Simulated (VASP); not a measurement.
The system is In3SbO4.

```
CELL_PARAMETERS angstrom
4.44004 0.00000 0.00000
0.00000 4.44004 0.00000
0.00000 0.00000 8.01467
ATOMIC_POSITIONS crystal
In 0.00000 0.50000 0.00000
In 0.50000 0.00000 0.00000
In 0.50000 0.50000 0.50000
Sb 0.50000 0.50000 0.00000
O 0.00000 0.00000 0.50000
O 0.50000 0.50000 0.28541
O 0.50000 0.50000 0.71459
O 0.00000 0.00000 0.00000
```

The cell was built by a generator and needn't be a form met in nature.

| Quantity | Value |
| --- | --- |
| Program | VASP 6.6.1 |
| Task | relaxation of cell and atoms |
| Functional | PBE |
| Potentials or basis | VASP PAW PBE potentials, release 64 (In_d, Sb, O) |
| Cutoff | 520 eV |
| k mesh | 3 × 3 × 2 |
| Occupations | gaussian, width 0.15 eV |
| Spin | no spin polarisation |

At the start: pressure 39.2 GPa; volume 19.75 Å³/atom.

Question: How do energy, volume and symmetry change on relaxing?

Answer: Over 9 steps the energy falls by 1036.2 meV/atom and the volume is 27.41 Å³/atom (+38.8 %); space group P4/mmm (No. 123, to 0.05 Å).

The path:
```csv
step,energy change (eV),largest force (eV/Å),pressure (GPa),volume (Å³)
1,0.0000,8.8864,39.21,158.00
2,-5.0402,0.1182,-9.45,294.38
3,-7.7942,0.5689,-1.28,222.83
4,-8.2518,0.9253,-0.20,219.66
5,-8.2539,0.9259,-0.26,219.86
6,-8.2868,0.1174,0.14,218.38
7,-8.2879,0.0110,0.12,218.58
8,-8.2879,0.0536,0.15,218.61
9,-8.2897,0.0175,-0.18,219.30
```

Final structure:
```
CELL_PARAMETERS angstrom
5.21896 0.00000 0.00000
0.00000 5.21896 0.00000
0.00000 0.00000 8.05137
ATOMIC_POSITIONS crystal
In 0.00000 0.50000 0.00000
In 0.50000 0.00000 0.00000
In 0.50000 0.50000 0.50000
Sb 0.50000 0.50000 0.00000
O 0.00000 0.00000 0.50000
O 0.50000 0.50000 0.26078
O 0.50000 0.50000 0.73922
O 0.00000 0.00000 0.00000
```

Caveat: the k mesh is coarse (spacing up to 0.47 Å⁻¹), so the values aren't converged; the volume moved by over 15 % at a fixed basis, so the end points are rough; the relaxation stopped at a loose force limit of 0.08 eV/Å, so its end isn't a converged minimum.
